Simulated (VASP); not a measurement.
A VASP calculation is set up with these files.

POSCAR:
```
KCl
1
    0.0000000000     3.1450000000     3.1450000000
    3.1450000000     0.0000000000     3.1450000000
    3.1450000000     3.1450000000     0.0000000000
K Cl
1 1
Direct
  0.0000000000   0.0000000000   0.0000000000
  0.5000000000   0.5000000000   0.5000000000
```

KPOINTS:
```
Automatic mesh
0
Gamma
6 6 6
0 0 0
```

**INCAR**
```
SYSTEM = KCl
PREC = Accurate
ENCUT = 400
EDIFF = 1E-6
NELM = 100
ALGO = Normal
LREAL = .FALSE.
LASPH = .TRUE.
ISMEAR = 0
SIGMA = 0.05
GGA = PE
LWAVE = .FALSE.
LCHARG = .FALSE.
ISIF = 2
ISPIN = 2
MAGMOM = 1.0 1.0 1.0 1.0
```

POTCAR, in this order: K_sv Cl (PBE.64 set). Program: vasp_std.

Q: One choice in this input is risky. Which, and does it do harm here?

A: The risk: MAGMOM holds more values than there are atoms. Here it does no harm: the run (PBE GGA, plane waves, VASP's PBE PAW potentials (set 64)) converges to the same energy and pressure as with the safe setting.
**OSZICAR**
```
       N       E                     dE             d eps       ncg     rms          rms(c)
DAV:   1     0.917376060574E+02    0.91738E+02   -0.64032E+03   832   0.902E+02
DAV:   2    -0.949836791262E+00   -0.92687E+02   -0.85714E+02  1048   0.237E+02
DAV:   3    -0.644910355943E+01   -0.54993E+01   -0.54723E+01  1077   0.540E+01
DAV:   4    -0.664831931914E+01   -0.19922E+00   -0.19908E+00  1429   0.925E+00
DAV:   5    -0.664947981585E+01   -0.11605E-02   -0.11605E-02  1097   0.737E-01    0.639E+00
DAV:   6    -0.676783224324E+01   -0.11835E+00   -0.67351E-01  1017   0.497E+00    0.313E+00
DAV:   7    -0.678167181582E+01   -0.13840E-01   -0.14040E-01   906   0.257E+00    0.209E+00
DAV:   8    -0.679478888499E+01   -0.13117E-01   -0.30177E-02  1127   0.124E+00    0.114E+00
DAV:   9    -0.680039940956E+01   -0.56105E-02   -0.48493E-03  1114   0.543E-01    0.423E-01
DAV:  10    -0.680248522245E+01   -0.20858E-02   -0.15276E-03   927   0.331E-01    0.110E-01
DAV:  11    -0.680292955838E+01   -0.44434E-03   -0.25143E-04   987   0.137E-01    0.672E-02
DAV:  12    -0.680313782580E+01   -0.20827E-03   -0.19098E-04   867   0.106E-01    0.236E-02
DAV:  13    -0.680314502077E+01   -0.71950E-05   -0.79168E-06  1067   0.230E-02    0.379E-03
DAV:  14    -0.680314654611E+01   -0.15253E-05   -0.12269E-06   915   0.916E-03    0.195E-03
DAV:  15    -0.680314731982E+01   -0.77371E-06   -0.11595E-06   860   0.815E-03
   1 F= -.68031473E+01 E0= -.68031473E+01  d E =-.443661E-22  mag=     0.0000
```

The compound is KCl in the rock salt structure. The cell was not relaxed at this level.
